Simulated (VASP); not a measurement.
These are PBEsol GGA, VASP's PBE PAW potentials (set 64) (plane waves; VASP) values and carry that method's errors.

A VASP calculation is set up with these files.

### INCAR
```
ALGO  =  Normal
DIPOL  =  0.123 0.137 0.151
EDIFF  =  1E-7
ENCUT  =  520
GGA  =  PS
ISIF  =  2
ISMEAR  =  0
LASPH  =  .TRUE.
LCALCPOL  =  .TRUE.
LCHARG  =  .FALSE.
LMAXMIX  =  4
LREAL  =  .FALSE.
LWAVE  =  .FALSE.
NELM  =  100
PREC  =  Accurate
SIGMA  =  0.01
SYSTEM  =  Li4MoO5
```

KPOINTS:
```
Automatic mesh
0
Gamma
7 7 7
0 0 0
```

File POSCAR:
```
Li4MoO5
6.4670120
 -0.5000000107   0.5000000098   0.3240996023
  0.5000000107  -0.5000000098   0.3240996023
  0.5000000098   0.5000000107  -0.3240996023
Li Mo O
4 1 5
Cart
  0.0984785113   0.3126195064   0.3253263987
  0.1873805034   0.5984785220   0.0012267965
  0.4015214985   0.1873805043   0.0012267965
  0.3126195064  -0.0984785113   0.3253263987
  0.0000000000  -0.0000000000   0.0320693188
  0.0889386586   0.2743556889  -0.0096406675
  0.7256443316   0.0889386595  -0.0096406676
  0.4110613512   0.2256443218   0.3144589346
 -0.2256443217   0.4110613512   0.3144589347
 -0.0000000000   0.0000000000   0.3137783484
```

POTCAR, in this order: Li_sv Mo_sv O (PBE.64 set). Program: vasp_std.

The run wrote:

**OUTCAR**
```
 ion  position               nearest neighbor table
   1  0.815  0.600  0.411-   7 1.97   6 2.04   8 2.10  10 2.12   6 2.18   9 2.19   5 2.84   5 2.87
  LATTYP: Found a body centered tetragonal cell.
 ALAT       =     6.4670121327
 C/A-ratio  =     0.6481991912
 Subroutine PRICEL returns:
 Original cell was already a primitive cell.
 Subroutine GETGRP returns: Found  4 space group operations
The static configuration has the point symmetry     .
The dynamic configuration has the point symmetry     .
 Subroutine INISYM returns: Found  4 space group operations
 Subroutine IBZKPT returns following result:
 Found     52 irreducible k-points:

 Following reciprocal coordinates:
            Coordinates               Weight
  0.000000  0.000000  0.000000      1.000000
  0.142857  0.000000 -0.000000      8.000000
  0.285714  0.000000 -0.000000      8.000000
  0.428571  0.000000 -0.000000      8.000000
  0.142857  0.142857 -0.000000      8.000000
  0.285714  0.142857 -0.000000      8.000000
 -0.142857 -0.285714 -0.000000      8.000000
  0.428571  0.142857 -0.000000      8.000000
 -0.142857 -0.428571  0.000000      8.000000
 -0.428571  0.142857  0.000000      8.000000
 -0.142857  0.428571 -0.000000      8.000000
 -0.285714  0.142857 -0.000000      8.000000
 -0.142857  0.285714 -0.000000      8.000000
 -0.142857  0.142857  0.000000      4.000000
  0.285714  0.285714 -0.000000      8.000000
  0.428571  0.285714 -0.000000      8.000000
 -0.285714 -0.428571  0.000000      8.000000
 -0.428571  0.285714 -0.000000      8.000000
 -0.285714  0.428571 -0.000000      8.000000
 -0.285714  0.285714  0.000000      4.000000
  0.428571  0.428571  0.000000      8.000000
 -0.428571  0.428571 -0.000000      4.000000
  0.142857  0.142857  0.142857      8.000000
  0.285714  0.142857  0.142857      8.000000
...
```

**OSZICAR**
```
       N       E                     dE             d eps       ncg     rms          rms(c)
DAV:   1     0.512851502298E+03    0.51285E+03   -0.30126E+04  3536   0.179E+03
DAV:   2    -0.387670044363E+02   -0.55162E+03   -0.53816E+03  4202   0.484E+02
DAV:   3    -0.782237177319E+02   -0.39457E+02   -0.39346E+02  4964   0.117E+02
DAV:   4    -0.811474191433E+02   -0.29237E+01   -0.29155E+01  5694   0.266E+01
DAV:   5    -0.813043773738E+02   -0.15696E+00   -0.15694E+00  4860   0.442E+00    0.621E+01
DAV:   6    -0.681119274229E+02    0.13192E+02   -0.75956E+01  4148   0.532E+01    0.108E+01
DAV:   7    -0.675920863973E+02    0.51984E+00   -0.13998E+01  4086   0.238E+01    0.144E+01
DAV:   8    -0.672017825022E+02    0.39030E+00   -0.15883E+00  4156   0.900E+00    0.182E+00
DAV:   9    -0.671987734176E+02    0.30091E-02   -0.13246E-01  5260   0.202E+00    0.111E+00
DAV:  10    -0.671946719986E+02    0.41014E-02   -0.17342E-02  4282   0.108E+00    0.231E-01
DAV:  11    -0.671950298040E+02   -0.35781E-03   -0.23953E-03  4804   0.277E-01    0.110E-01
DAV:  12    -0.671949687670E+02    0.61037E-04   -0.44395E-04  4006   0.151E-01    0.404E-02
DAV:  13    -0.671949673655E+02    0.14015E-05   -0.52454E-05  4830   0.471E-02    0.160E-02
DAV:  14    -0.671949667344E+02    0.63113E-06   -0.89448E-06  4336   0.188E-02    0.350E-03
DAV:  15    -0.671949668866E+02   -0.15220E-06   -0.96452E-07  3870   0.630E-03    0.151E-03
DAV:  16    -0.671949669225E+02   -0.35889E-07   -0.15870E-07  2382   0.319E-03
   1 F= -.67194967E+02 E0= -.67194967E+02  d E =-.133460E-38
```

**OUTCAR**
```
------------------------ aborting loop because EDIFF is reached ----------------------------------------
  FORCE on cell =-STRESS in cart. coord.  units (eV):
  Direction    XX          YY          ZZ          XY          YZ          ZX
  --------------------------------------------------------------------------------------
  Total        0.0307560      0.0307560     -0.0617927     -0.0000000      0.0000000     -0.0000000
  in kB        0.5621475      0.5621475     -1.1294269     -0.0000008      0.0000000     -0.0000000
  external PRESSURE =      -0.0017106 kB  Pullay stress =       0.0000000 kB
  volume of cell :       87.66
      direct lattice vectors                 reciprocal lattice vectors
    -3.233506069  3.233506064  2.095956017    -0.000000000  0.154630914  0.238554624
     3.233506069 -3.233506064  2.095956017     0.154630914  0.000000000  0.238554624
     3.233506064  3.233506069 -2.095956017     0.154630914  0.154630915  0.000000000
 POSITION                                       TOTAL-FORCE (eV/Angst)
 -----------------------------------------------------------------------------------
      0.63686      2.02171      2.10389         0.012872      0.003384     -0.004323
      1.21179      3.87037      0.00793        -0.003384      0.012872     -0.004323
      2.59664      1.21179      0.00793        -0.012872     -0.003384     -0.004323
      2.02171     -0.63686      2.10389         0.003384     -0.012872     -0.004323
      0.00000      0.00000      0.20739         0.000000     -0.000000     -0.012482
      0.57517      1.77426     -0.06235        -0.003445     -0.000318      0.011188
      4.69275      0.57517     -0.06235         0.000318     -0.003445      0.011188
      2.65834      1.45924      2.03361         0.003445      0.000318      0.011188
     -1.45924      2.65834      2.03361        -0.000318      0.003445      0.011188
      0.00000      0.00000      2.02921        -0.000000     -0.000000     -0.014978
 -----------------------------------------------------------------------------------
    total drift:                               -0.000003     -0.000002      0.000872
  FREE ENERGIE OF THE ION-ELECTRON SYSTEM (eV)
  ---------------------------------------------------
  free  energy   TOTEN  =       -67.1949669225 eV

  energy  without entropy=      -67.1949669225  energy(sigma->0) =      -67.19496692

            Ionic dipole moment: p[ion]=(    -0.77604     4.29410    -5.40394 ) |e| Angst

 Total electronic dipole moment: p[elc]=(    -0.00000    -0.00000     1.19668 ) |e| Angst
```
(Selected blocks of OUTCAR.)

File OUTCAR:
```
 val. band max:        3.0912446232   @ k =  -0.4286   0.2857  -0.1429

 cond. band min:       5.9949919564   @ k =  -0.2857   0.2857   0.2857


 Fermi energy:         3.1810096038

 k-point     1 :       0.0000    0.0000    0.0000
  band No.  band energies     occupation
      1     -58.2079      2.00000
      2     -38.8886      2.00000
      3     -38.8410      2.00000
      4     -38.8402      2.00000
      5     -38.8402      2.00000
      6     -32.5128      2.00000
      7     -32.4010      2.00000
      8     -32.4010      2.00000
      9     -14.3916      2.00000
     10     -13.6036      2.00000
     11     -13.1520      2.00000
     12     -12.2711      2.00000
     13     -12.2711      2.00000
     14      -1.7754      2.00000
     15      -0.7621      2.00000
     16      -0.6823      2.00000
     17      -0.6585      2.00000
     18      -0.6585      2.00000
     19       0.3015      2.00000
     20       0.3015      2.00000
     21       0.4003      2.00000
     22       1.4141      2.00000
     23       1.7230      2.00000
     24       1.7230      2.00000
     25       2.0796      2.00000
     26       2.4822      2.00000
     27       2.8787      2.00000
     28       2.8787      2.00000
     29       6.2702      0.00000
     30       6.2702      0.00000
     31       6.4181      0.00000
     32       7.6071      0.00000
     33      10.6991      0.00000
     34      11.0367      0.00000

 k-point     2 :       0.1429    0.0000   -0.0000
  band No.  band energies     occupation
      1     -58.2078      2.00000
      2     -38.8854      2.00000
      3     -38.8433      2.00000
      4     -38.8410      2.00000
      5     -38.8400      2.00000
      6     -32.5190      2.00000
      7     -32.4010      2.00000
      8     -32.4007      2.00000
      9     -14.2857      2.00000
     10     -13.5681      2.00000
     11     -13.1613      2.00000
     12     -12.3145      2.00000
     13     -12.2964      2.00000
     14      -1.6905      2.00000
...
```

The structure comes from a computed database's Li4MoO5 entry (I4); how it stands against other phases isn't given here. It was relaxed first.
